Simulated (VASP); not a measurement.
OSZICAR of a VASP run on CdTe (space group F-43m):

### OSZICAR
```
       N       E                     dE             d eps       ncg     rms          rms(c)
DAV:   1     0.727166659157E+02    0.72717E+02   -0.65276E+03   276   0.776E+02
DAV:   2    -0.223173069687E+01   -0.74948E+02   -0.72246E+02   285   0.220E+02
DAV:   3    -0.496380231375E+01   -0.27321E+01   -0.27261E+01   305   0.430E+01
DAV:   4    -0.499036118656E+01   -0.26559E-01   -0.26557E-01   367   0.376E+00
DAV:   5    -0.499041738261E+01   -0.56196E-04   -0.56196E-04   300   0.150E-01    0.601E+00
DAV:   6    -0.477213690552E+01    0.21828E+00   -0.43686E-01   295   0.842E+00    0.481E+00
DAV:   7    -0.475399022437E+01    0.18147E-01   -0.12816E-01   290   0.255E+00    0.174E+00
DAV:   8    -0.475449765538E+01   -0.50743E-03   -0.11543E-02   260   0.141E+00    0.528E-01
DAV:   9    -0.475479938371E+01   -0.30173E-03   -0.10414E-03   308   0.368E-01    0.120E-01
DAV:  10    -0.475485974691E+01   -0.60363E-04   -0.12061E-04   295   0.111E-01    0.520E-02
DAV:  11    -0.475490044726E+01   -0.40700E-04   -0.74823E-05   278   0.663E-02    0.305E-02
DAV:  12    -0.475489959871E+01    0.84855E-06   -0.26090E-06   297   0.166E-02
   1 F= -.47548996E+01 E0= -.47548937E+01  d E =-.118031E-04
```

Problem. Which electronic solver shows in the log?

Solution. It is blocked Davidson (ALGO = Normal, or the opening steps of other solvers). The INCAR had ALGO = Normal.

Problem. Can the final energy be trusted as converged?

Solution. Self-consistency was reached. It stopped with EDIFF = 1E-6, NELM = 100 (PBE GGA, plane waves, VASP's PBE PAW potentials (set 64)).

The structure is a typed CdTe crystal (F-43m). The cell was not relaxed at this level.
